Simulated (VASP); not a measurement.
Data:

```yaml
crystal:
  lattice:
    - [4.64512, 0.00000, 0.00000]
    - [0.00000, 4.64512, 0.00000]
    - [0.00000, 0.00000, 2.96924]
  atoms:
    - { symbol: Ti, position: [0.00000, 0.00000, 0.00000] }
    - { symbol: Ti, position: [0.50000, 0.50000, 0.50000] }
    - { symbol: O, position: [0.30495, 0.30495, 0.00000] }
    - { symbol: O, position: [0.80495, 0.19505, 0.50000] }
    - { symbol: O, position: [0.19505, 0.80495, 0.50000] }
    - { symbol: O, position: [0.69505, 0.69505, 0.00000] }
```

The numbers are results of modified Becke-Johnson potential (mBJ), VASP's PBE PAW potentials (set 64) (plane waves; VASP), not measurements. Settings: 520 eV cut-off, 4×4×6 Γ-centred mesh, Gaussian smearing of 0.050 eV, potentials Ti_sv O.

mBJ is a potential without an energy functional, so only the levels count.

### Question
Give the energies of bands 14 to 27 at the high-symmetry points, in eV from the valence-band maximum.

### Answer

```
band      Γ      X      M      Z      R      A
----  -----  -----  -----  -----  -----  -----
14    -5.14  -4.49  -5.17  -4.24  -4.43  -4.11
15    -4.07  -3.78  -3.87  -3.31  -3.94  -4.03
16    -3.82  -3.78  -3.87  -3.31  -3.94  -4.03
17    -3.82  -3.00  -2.46  -3.19  -3.03  -3.48
18    -2.35  -3.00  -2.46  -3.19  -3.03  -3.48
19    -2.35  -2.71  -1.81  -2.84  -2.22  -2.81
20    -1.92  -2.71  -1.81  -2.84  -2.22  -2.81
21    -0.83  -1.57  -1.35  -1.86  -1.77  -1.10
22    -0.52  -1.57  -1.35  -1.86  -1.77  -1.10
23    -0.52  -0.67  -1.08  -1.32  -0.96  -0.70
24     0.00  -0.67  -1.08  -1.32  -0.96  -0.70
25     2.68   3.36   2.66   3.64   2.84   3.39
26     2.99   3.36   2.66   3.64   2.84   3.39
27     3.23   3.70   3.24   3.94   3.94   3.92
```

The gap is indirect, 2.66 eV, from the valence maximum at Γ to the conduction minimum at M.

The compound is TiO2 in the rutile structure. It was relaxed first. The cell's shape comes from a PBE relaxation.
